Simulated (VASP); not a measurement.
Here is the system:

```yaml
crystal:
  lattice:
    - [1.78864, -3.09801, 0.00000]
    - [1.78864, 3.09801, 0.00000]
    - [0.00000, 0.00000, 4.73931]
  atoms:
    - { symbol: Pt, position: [0.00000, 0.00000, 0.00000] }
    - { symbol: S, position: [0.33333, 0.66667, 0.25480] }
    - { symbol: S, position: [0.66667, 0.33333, 0.74520] }
```

Method: PBE GGA with D4 dispersion, VASP's PBE PAW potentials (set 64) (plane waves; VASP). Run with 520 eV cut-off, Gaussian smearing of 0.050 eV, potentials Pt S.

Unless said otherwise, spin-orbit coupling is left out, though it shifts the bands of the heavy elements here.

Problem. What does the run give for the band gap (along the path) with the smallest direct gap where there is one?

Solution. 
```json
{
 "band gap (along the path)": "0.14 eV",
 "smallest direct gap (along the path)": "1.10 eV"
}
```

The absolute energy has meaning only against runs of the same code, potentials and settings.

The compound is PtS2 in the 1T layered structure. It was relaxed first.
